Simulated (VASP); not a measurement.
Input:

```yaml
crystal:
  lattice:
    - [-1.61586, 1.61586, 2.48819]
    - [1.61586, -1.61586, 2.48819]
    - [1.61586, 1.61586, -2.48819]
  atoms:
    - { symbol: In, position: [0.00000, 0.00000, 0.00000] }
```

Computed with PBE GGA with D3 dispersion (Becke-Johnson damping), VASP's PBE PAW potentials (set 64) (plane waves; VASP). Settings: 520 eV cut-off, Gaussian smearing of 0.050 eV, potentials In_d.

Unless said otherwise, spin-orbit coupling is left out, though it shifts the bands of the heavy elements here.

Task: What does the run give for the band gap (along the path) with the smallest direct gap where there is one?

Result: 
The band gap (along the path) is none (metal, semimetal or under 0.01 eV).

The absolute energy has meaning only against runs of the same code, potentials and settings.

The compound is In in the bct structure. It was relaxed first.
